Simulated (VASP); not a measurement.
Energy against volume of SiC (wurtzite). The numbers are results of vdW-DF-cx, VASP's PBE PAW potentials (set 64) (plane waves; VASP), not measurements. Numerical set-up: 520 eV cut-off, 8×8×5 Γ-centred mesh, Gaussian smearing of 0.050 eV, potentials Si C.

Shape and ions are relaxed at each volume.

```tsv
V (Å³/atom)	E (eV/atom)
10.119	-6.54487
10.432	-6.55168
10.745	-6.54569
11.058	-6.52866
```

Task: Fit these four points and predict the energy of the run at 9.806 Å³/atom.

Result: A cubic in V^(−2/3), the third-order Birch-Murnaghan form, passes through the four points with V0 = 10.43 Å³/atom and B0 = 218 GPa, and gives -6.5232 eV/atom there. The run gave -6.5232 eV/atom, -0.1 meV/atom from the fit; all five points give B0 = 218 GPa.

The compound is SiC in the wurtzite structure, the rare 2H polytype. It was relaxed first.
